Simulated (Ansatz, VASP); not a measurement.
# Al2Pt: VASP beside Ansatz

Wanted: the spread between two codes on one cell, functional and k mesh.

Program: Ansatz 0.2.0. Level of theory: plane waves, with VASP 6.6.1 beside it; single point at r2SCAN. Results are calculated unless marked as measured.

The database entry behind the starting cell differs from later determinations by our own check (0.1 to 0.3 % short, probably kX units), so it need not match the best structure at ambient conditions.

### Step 1. The structure

Symmetry: Fm-3m, No. 225, cubic system. Conventional cell: a = 5.898 Å, b = 5.898 Å, c = 5.898 Å, α = 90.00°, β = 90.00°, γ = 90.00°. Nearest to Pt lie 8 Al at 2.55 Å. Nearest to Al lie 4 Pt at 2.55 Å. Farther neighbours are not listed.

### Step 2. Ansatz: single point, r2SCAN

Ansatz runs on its default PAW (the set named soft_2) files.

With cell and atoms fixed, the geometry can't cause a difference; cores, projectors, grids and the points listed under the comparison can.

input.yaml

```yaml
crystal:
  lattice:
    - [0.0, 5.8975324722, 5.8975324722]
    - [5.8975324722, 0.0, 5.8975324722]
    - [5.8975324722, 5.8975324722, 0.0]
  atoms:
    - { symbol: Pt, position: [0.0, 0.0, 0.0] }
    - { symbol: Pt, position: [0.0, 0.0, 0.5] }
    - { symbol: Pt, position: [0.0, 0.5, 0.0] }
    - { symbol: Pt, position: [0.0, 0.5, 0.5] }
    - { symbol: Pt, position: [0.5, 0.0, 0.0] }
    - { symbol: Pt, position: [0.5, 0.0, 0.5] }
    - { symbol: Pt, position: [0.5, 0.5, 0.0] }
    - { symbol: Pt, position: [0.5, 0.5, 0.5] }
    - { symbol: Al, position: [0.375, 0.375, 0.375] }
    - { symbol: Al, position: [0.375, 0.375, 0.875] }
    - { symbol: Al, position: [0.375, 0.875, 0.375] }
    - { symbol: Al, position: [0.375, 0.875, 0.875] }
    - { symbol: Al, position: [0.875, 0.375, 0.375] }
    - { symbol: Al, position: [0.875, 0.375, 0.875] }
    - { symbol: Al, position: [0.875, 0.875, 0.375] }
    - { symbol: Al, position: [0.875, 0.875, 0.875] }
    - { symbol: Al, position: [0.125, 0.125, 0.125] }
    - { symbol: Al, position: [0.125, 0.125, 0.625] }
    - { symbol: Al, position: [0.125, 0.625, 0.125] }
    - { symbol: Al, position: [0.125, 0.625, 0.625] }
    - { symbol: Al, position: [0.625, 0.125, 0.125] }
    - { symbol: Al, position: [0.625, 0.125, 0.625] }
    - { symbol: Al, position: [0.625, 0.625, 0.125] }
    - { symbol: Al, position: [0.625, 0.625, 0.625] }
hamiltonian:
  xc: r2scan
  pseudopotentials: { kind: paw }
kpoints:
  mp_grid: { grid: [4, 4, 4] }
scf:
  occupations: { method: methfessel_paxton, width: 0.2 }
  n_extra_bands: 10
output:
  forces: true
  stress: true
  eigenvalues: true
```

Started as:

```console
$ ansatz run input.yaml --threads 8 --pin off --max-ram 18432MiB --backend cpu --events-out ev --progress --plain --runs-dir out
```

Numbers of over 12 decimals in the logs are rounded to 6 here.

Output:

```text
scf.n_extra_bands = 10 over 96 filled bands (N_el = 192.0): the run solves 106 bands
Engine: ansatz 0.2.0, aarch64-unknown-linux-gnu
Pseudopotentials: kind: paw
Pseudopotential: Pt, paw, valence charge 18, recommended cutoff 500 eV (meta_gga), Pt.paw.azcp
Pseudopotential: Al, paw, valence charge 3, recommended cutoff 500 eV (meta_gga), Al.paw.azcp
Functional definition: r2SCAN
  parameter k0 = 0.174
  parameter k1 = 0.065
  parameter a1 = 4.9479
  exchange = r2scan_x(k0 = k0, k1 = k1, a1 = a1)
  correlation = r2scan_c
Crystal: 24 atoms, lattice volume = 410.243 Å³
Basis set: ecut = 500 eV, 10417 PW (Γ), exchange–correlation on 256×256×256 points (64 copies of the dense FFT grid, shifted against one another)
Bands: 106, of which v1, the nominal top of the filled ones, is band 96 counted from 1 (95 counted from 0)
Symmetry: 384 space group operations
Space group: Fm-3m (ITA 225), of the structure as read, at distance tolerance 7.4e-5 Å
k-points: 8 of 64
Non-local potential: Pt, projectors of the file, l = 0: 3, l = 1: 2, l = 2: 2, l = 3: 1
Non-local potential: Al, projectors of the file, l = 0: 2, l = 1: 2, l = 2: 1
PAW form: soft (Blöchl's): semilocal exchange-correlation on the pseudo side does not see the compensation charge
PAW frozen core: Pt, regenerated for the run's functional (the file was generated under x = pbe(κ = 0.804, μ = 0.219515), c = pbe(β = 0.066725))
PAW frozen core: Al, regenerated for the run's functional (the file was generated under x = pbe(κ = 0.804, μ = 0.219515), c = pbe(β = 0.066725))
PAW one-centre angular grid: Pt, 590 points (default); XC on 160 Gauss nodes
PAW one-centre angular grid: Al, 302 points (default); XC on 160 Gauss nodes
Initial density: superposition of atomic densities (neutral atoms: chi_scale 0, normalization atom), corrected by the library's trained network
Initial wavefunctions: pseudopotential atomic-orbital guess
Functional: x = r2scan, c = r2scan; τ floored in thin density (d = 2e-4 eV/Å³)
SCF iter   1: F=—  HF=-108963.712274 eV  |F-HF|=—  |Δ(HF+E_count)|=         —  Δρ=9.04e-3  dr2=5.24e-1  dr2_τ=3.35e-1  ethr=1.77e-3  ⟨swp⟩=6.1  Hψ=3269  notcnv=0
preconditioner: auto → Kerker (q_TF=auto, 2.404 Å⁻¹)  [metal: Δε(μ)=0.122 eV  Ē_g=6.309 eV  σ=0.200 eV  W_gap=0.48  n_scr=112 (ndim 8)  ℏωp=20.7 eV  f_vac=0.001  D(μ)=12.06/eV (n_scr^D=64)]
SCF iter   2: F=—  HF=-108963.918205 eV  |F-HF|=—  |Δ(HF+E_count)|=   2.06e-1  S|Δr|=    0.00e0  Δρ=3.08e-3  dr2=4.51e-2  dr2_τ=1.76e-2  ethr=2.73e-4  ⟨swp⟩=2.0  Hψ=1417  notcnv=0
SCF iter   3: F=—  HF=-108963.920493 eV  |F-HF|=—  |Δ(HF+E_count)|=   2.29e-3  S|Δr|=    0.00e0  Δρ=1.78e-3  dr2=1.22e-2  dr2_τ=2.64e-4  ethr=2.35e-5  ⟨swp⟩=2.6  Hψ=1330  notcnv=0
SCF iter   4: F=—  HF=-108963.919591 eV  |F-HF|=—  |Δ(HF+E_count)|=   9.02e-4  S|Δr|=    0.00e0  Δρ=3.39e-4  dr2=5.77e-4  dr2_τ=3.19e-5  ethr=6.37e-6  ⟨swp⟩=2.1  Hψ=1540  notcnv=0
SCF iter   5: F=—  HF=-108963.919592 eV  |F-HF|=—  |Δ(HF+E_count)|=   1.23e-6  S|Δr|=    0.00e0  Δρ=6.59e-5  dr2=2.57e-5  dr2_τ=4.27e-6  ethr=3.01e-7  ⟨swp⟩=2.0  Hψ=1343  notcnv=0
SCF iter   6: F=—  HF=-108963.918727 eV  |F-HF|=—  |Δ(HF+E_count)|=   8.65e-4  S|Δr|=    0.00e0  Δρ=2.71e-5  dr2=5.58e-6  dr2_τ=1.06e-7  ethr=1.34e-8  ⟨swp⟩=2.2  Hψ=1351  notcnv=0
SCF iter   7: F=—  HF=-108963.918727 eV  |F-HF|=—  |Δ(HF+E_count)|=   3.05e-7  S|Δr|=    0.00e0  Δρ=9.45e-6  dr2=7.06e-7  dr2_τ=7.91e-8  ethr=2.90e-9  ⟨swp⟩=2.1  Hψ=1340  notcnv=0
SCF iter   8: F=-108963.918727 eV  HF=-108963.918727 eV  |F-HF|=1.51e-9  |Δ(HF+E_count)|=   9.28e-8  S|Δr|=    0.00e0  Δρ=1.03e-6  dr2=3.23e-9  dr2_τ=5.25e-10  ethr=5.21e-11  ⟨swp⟩=10.5  Hψ=3458  notcnv=0
SCF 1 converged in 8 iterations: F = -108963.918727 eV  dr2 = 3.23e-9
  greatest PAW one-centre occupation: 1.000 electrons in one spin orbital (limit 2), on the Pt atom at site 7 (counted from 0), in its partial waves of l = 0
SCF converged after 8 iterations
Stability not checked: this state was not tested for a lower state beside it, because cold or Methfessel-Paxton smearing, or corrected tetrahedra, fill the levels in a way that the test cannot read (fill_not_monotonic; see scf.lower_state_search)
Free energy (F): -108963.918727 eV
Harris-Foulkes:  -108963.918727 eV  (|F-HF|=1.51e-9)
Internal energy: -108963.896523 eV  (E = F + TS)
E sigma→0 (E₀):  -108963.913176 eV
Entropy (-TS):   -0.022205 eV (-0.925 meV/atom)
Fermi energy:    11.369148 eV
--- Per-component energies (eV) ---
  E_band       = -2627.994383
  E_kinetic    = 5503.593583
  E_local      = -21590.537552  (includes V_loc(G=0)·N_el)
  E_nonlocal   = 1743.068757
  E_hartree    = 8598.103717
  E_xc         = -2610.226090
  E_vxc        = -3239.937636  (∫ρ·V_xc dr)
  E_paw        = -83407.585620  (= ΣΔE_a)
  E_vpaw       = -2441.787778  (= ΣTr[D̂ρ^β])
  E_aug_tail   = 0.001191  (compensation charges beyond the density's cutoff)
  E_vtau       = 201.400879  (kinetic-family band-sum trace: ∫τ·v_τ [+ j·A + Jᵃ·Aᵃ] dr)
  E_ewald      = -17197.500823
  E_core_change = -2.813684  (= ΣΔE_core)
  E_smearing   = -0.022205  (= −TS)
  E_closure    = 0.000000  (closes the sum)
  Σ components = -108963.918727   (vs F -108963.918727, Δ=0.00e0)
--- Forces (eV/Å), atoms counted from 1 ---
  atom   1  Pt     0.00000000    -0.00000000     0.00000000
  atom   2  Pt     0.00000000    -0.00000000     0.00000000
  atom   3  Pt     0.00000000    -0.00000000    -0.00000000
  atom   4  Pt     0.00000000    -0.00000000    -0.00000000
  atom   5  Pt     0.00000000    -0.00000000     0.00000000
  atom   6  Pt     0.00000000    -0.00000000     0.00000000
  atom   7  Pt     0.00000000    -0.00000000     0.00000000
  atom   8  Pt     0.00000000    -0.00000000     0.00000000
  atom   9  Al     0.00000000     0.00000000     0.00000000
  atom  10  Al    -0.00000000     0.00000000     0.00000000
  atom  11  Al     0.00000000    -0.00000000    -0.00000000
  atom  12  Al    -0.00000000     0.00000000    -0.00000000
  atom  13  Al    -0.00000000     0.00000000    -0.00000000
  atom  14  Al    -0.00000000     0.00000000     0.00000000
  atom  15  Al     0.00000000     0.00000000    -0.00000000
  atom  16  Al     0.00000000     0.00000000    -0.00000000
  atom  17  Al     0.00000000    -0.00000000    -0.00000000
  atom  18  Al     0.00000000    -0.00000000    -0.00000000
  atom  19  Al     0.00000000    -0.00000000    -0.00000000
  atom  20  Al     0.00000000    -0.00000000     0.00000000
  atom  21  Al    -0.00000000    -0.00000000     0.00000000
  atom  22  Al     0.00000000    -0.00000000     0.00000000
  atom  23  Al    -0.00000000     0.00000000    -0.00000000
  atom  24  Al     0.00000000     0.00000000    -0.00000000
  max |Σ_I F_I| component: 2.63e-17 eV/Å
--- Stress (GPa, compression-positive) ---
        0.471551       0.000000       0.000000
       -0.000000       0.471551       0.000000
       -0.000000      -0.000000       0.471551
  P = ⅓ Tr σ = 0.4716 GPa (4.716 kbar)
--- Band table (eV; the first three rows and the last of 8) ---
  k-point 0: bands = [... 92 lower, 9.6690, 12.4339, 12.4339, 12.4339, 12.4339, 12.4339, 12.4339, 12.4339, ... 6 higher]
  k-point 1: bands = [... 92 lower, 10.1442, 11.6894, 11.6894, 11.6894, 12.0106, 12.0106, 12.0106, 12.8292, ... 6 higher]
  k-point 2: bands = [... 92 lower, 10.4876, 10.4876, 11.0881, 11.0881, 11.0881, 11.0881, 11.0881, 11.0881, ... 6 higher]
  k-point 7: bands = [... 92 lower, 11.2243, 11.2243, 11.2243, 11.2243, 11.2333, 11.2333, 11.2333, 11.2333, ... 6 higher]
```

Elapsed: 15 s, on 8 threads of Arm Neoverse N1, shared host; peak memory 3.2 GiB; 1.8 min of CPU time.

The column dr2 measures how far the density is from self-consistency, as an energy; F and HF (Harris–Foulkes) agree once it is small.

The run ends at a pressure of 0.47 GPa.

### Step 3. VASP: single point, r2SCAN

The same cell, functional, mesh and smearing now go to VASP, with its own data sets and cutoff.

Lines of VASP's logs that name or quote its potential files are left out, and so is its time.

INCAR

```
SYSTEM = Al2Pt
PREC = Normal
ENCUT = 300
EDIFF = 1E-05
NELM = 120
ISMEAR = 1
SIGMA = 0.2
LREAL = Auto
ALGO = Normal
METAGGA = R2SCAN
LASPH = .TRUE.
NBANDS = 88
LORBIT = 11
LWAVE = .FALSE.
LCHARG = .FALSE.
KPAR = 4
```

POSCAR

```
Al2Pt
1.0
    0.0000000000      5.8975324722      5.8975324722
    5.8975324722      0.0000000000      5.8975324722
    5.8975324722      5.8975324722      0.0000000000
Pt Al
8 16
Direct
    0.0000000000      0.0000000000      0.0000000000
    0.0000000000      0.0000000000      0.5000000000
    0.0000000000      0.5000000000      0.0000000000
    0.0000000000      0.5000000000      0.5000000000
    0.5000000000      0.0000000000      0.0000000000
    0.5000000000      0.0000000000      0.5000000000
    0.5000000000      0.5000000000      0.0000000000
    0.5000000000      0.5000000000      0.5000000000
    0.3750000000      0.3750000000      0.3750000000
    0.3750000000      0.3750000000      0.8750000000
    0.3750000000      0.8750000000      0.3750000000
    0.3750000000      0.8750000000      0.8750000000
    0.8750000000      0.3750000000      0.3750000000
    0.8750000000      0.3750000000      0.8750000000
    0.8750000000      0.8750000000      0.3750000000
    0.8750000000      0.8750000000      0.8750000000
    0.1250000000      0.1250000000      0.1250000000
    0.1250000000      0.1250000000      0.6250000000
    0.1250000000      0.6250000000      0.1250000000
    0.1250000000      0.6250000000      0.6250000000
    0.6250000000      0.1250000000      0.1250000000
    0.6250000000      0.1250000000      0.6250000000
    0.6250000000      0.6250000000      0.1250000000
    0.6250000000      0.6250000000      0.6250000000
```

KPOINTS

```
Automatic mesh
0
Gamma
4 4 4
0 0 0
```

Potentials, in the order of the species: Pt and Al (PBE family, release 64).

Started as:

```console
$ mpirun -np 4 vasp_std
```

Output:

```text
[banner, memory and clock lines left out]
running    4 mpi-ranks, on    1 nodes
 distrk:  each k-point on    1 cores,    4 groups
 distr:  one band on    1 cores,    1 groups

 POSCAR found type information on POSCAR PtAl
 POSCAR found :  2 types and      24 ions
|                                                                             |
|               ----> ADVICE to this user running VASP <----                  |
|                                                                             |
|     You enforced a specific xc type in the INCAR file but a different       |
|     [... a line on the potential file left out ...]
|     I HOPE YOU KNOW WHAT YOU ARE DOING!                                     |
|                                                                             |

 LDA part: xc-table for (None), standard interpolation
 POSCAR, INCAR and KPOINTS ok, starting setup
 FFT: planning ... GRIDC
 FFT: planning ... GRID_SOFT
 FFT: planning ... GRID
 WAVECAR not read
 entering main loop
       N       E                     dE             d eps       ncg     rms          rms(c)
DAV:   1    -0.809797302088E+02   -0.80980E+02   -0.39798E+04  1416   0.834E+02
DAV:   2    -0.552947007640E+03   -0.47197E+03   -0.43701E+03  1696   0.186E+02
DAV:   3    -0.574522952110E+03   -0.21576E+02   -0.21138E+02  1632   0.367E+01
DAV:   4    -0.574799840440E+03   -0.27689E+00   -0.27629E+00  1616   0.476E+00
DAV:   5    -0.574805085140E+03   -0.52447E-02   -0.52424E-02  1640   0.670E-01    0.274E+01
DAV:   6    -0.543838889523E+03    0.30966E+02   -0.28192E+01  1568   0.210E+01    0.107E+01
DAV:   7    -0.543214158399E+03    0.62473E+00   -0.30093E+00  1600   0.672E+00    0.595E+00
DAV:   8    -0.543199829708E+03    0.14329E-01   -0.24831E-01  1512   0.175E+00    0.151E+00
DAV:   9    -0.543187983638E+03    0.11846E-01   -0.14826E-01  1576   0.162E+00    0.618E-01
DAV:  10    -0.543187293853E+03    0.68979E-03   -0.75817E-03  1536   0.339E-01    0.278E-01
DAV:  11    -0.543187368715E+03   -0.74862E-04   -0.18605E-03  1592   0.128E-01    0.282E-02
DAV:  12    -0.543187399618E+03   -0.30903E-04   -0.30236E-05  1320   0.187E-02    0.184E-02
DAV:  13    -0.543187380888E+03    0.18730E-04   -0.58508E-06   864   0.862E-03    0.575E-03
DAV:  14    -0.543187384514E+03   -0.36255E-05   -0.91489E-07   848   0.278E-03
   1 F= -.54318738E+03 E0= -.54317973E+03  d E =-.229747E-01
```

(Continued in part 2 of 2.)

[Lines on the potential files, build, host, timing and source positions are cut from VASP's logs without a mark.]

[Logs are printed without paths, hosts, clocks, repeated set-up lines and the standing remarks that a program may print on its own settings, such as how far it seeks lower states.]

[Hosts, paths, dates, database ids (printed as entryN), source tags and the programs' standing remarks are cut or masked in the printed files.]
